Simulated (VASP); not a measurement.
```xyz
4
Lattice="1.2770 -2.2119 0.0000 1.2770 2.2119 0.0000 0.0000 0.0000 6.7932" Properties=species:S:1:pos:R:3 pbc="T T T"
B      1.2770     0.7373     1.6983
B      1.2770    -0.7373     5.0949
N      1.2770    -0.7373     1.6983
N      1.2770     0.7373     5.0949
```

All values below come from PBE GGA, VASP's PBE PAW potentials (set 64) (plane waves; VASP 6.6.1). Numerical set-up: 520 eV cut-off, 9×9×3 Γ-centred mesh, second-order Methfessel-Paxton smearing of 0.20 eV, potentials B N.

Task: Give the stress tensor in GPa (positive for a compressed cell).

Result: 
```
-15.81    0.00    0.00
  0.00  -15.81    0.00
  0.00    0.00    2.05
```
The pressure is its mean diagonal, -9.86 GPa.

The compound is BN in the hex structure. The cell was not relaxed at this level. The run is one of a series of settings (ISMEAR = 2, SIGMA = 0.2 against the base run), some of them coarse on purpose.
